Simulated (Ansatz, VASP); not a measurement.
One calculation of NaGeCl3, two programs

```xyz
5
Lattice="5.1225 0.0000 0.0000 0.0000 5.1225 0.0000 0.0000 0.0000 5.1225" Properties=species:S:1:pos:R:3 pbc="T T T"
Na    0.0000    0.0000    0.0000
Ge    2.5613    2.5613    2.5613
Cl    2.5613    2.5613    0.0000
Cl    2.5613    0.0000    2.5613
Cl    0.0000    2.5613    2.5613
```

The cell comes from a database or a generator and needn't be the stable form of this composition.

Alike in both runs: task single point; functional PBE; k mesh 4 × 4 × 4; occupations gaussian, width 0.05 eV; no spin polarisation.

```csv
,VASP,Ansatz
version,VASP 6.6.1,Ansatz 0.2.0
potentials or method,"VASP PAW PBE potentials, release 64 (Na_pv, Ge_d, Cl)","scalar-relativistic, plane waves, PAW"
plane-wave cutoff (eV),520,420
valence electrons in the cell,42,44
```

|  | VASP | Ansatz | Ansatz less VASP |
| --- | --- | --- | --- |
| gap on the k mesh at the Fermi level (eV) | 0.43 | 0.42 | -0.007 |
| least direct gap on the mesh (eV) | 0.43 | 0.42 | -0.007 |
| pressure (GPa) | 2.1 | 2.1 | +0.04 |

The two sets of potentials don't hold the same shells in valence.

A k mesh can miss the band edges. Expect the measured gap to be larger: semilocal functionals such as PBE lack the derivative discontinuity.
